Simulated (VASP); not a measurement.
Data:

```
CELL_PARAMETERS angstrom
      0.00000     2.19045     2.19045
      2.19045     0.00000     2.19045
      2.19045     2.19045     0.00000
ATOMIC_POSITIONS crystal
  Si 0.00000 0.00000 0.00000
  C  0.25000 0.25000 0.25000
```

Calculation: optB88-vdW, VASP's PBE PAW potentials (set 64) (plane waves; VASP). Numerical set-up: 520 eV cut-off, 12×12×12 Γ-centred mesh, tetrahedra with Blöchl corrections, potentials Si C.

### Question
Estimate the energy per atom (σ→0), band gap (on the k-mesh) with the smallest direct gap where there is one.

### Answer

band gap (on the k-mesh): 1.55 eV
smallest direct gap (on the k-mesh): 4.68 eV
energy per atom (σ→0): -612.5 kJ/mol-atom

Total energies compare only between runs with the same potentials, cut-off and functional.

The compound is SiC in the zinc blende structure. It was relaxed first.
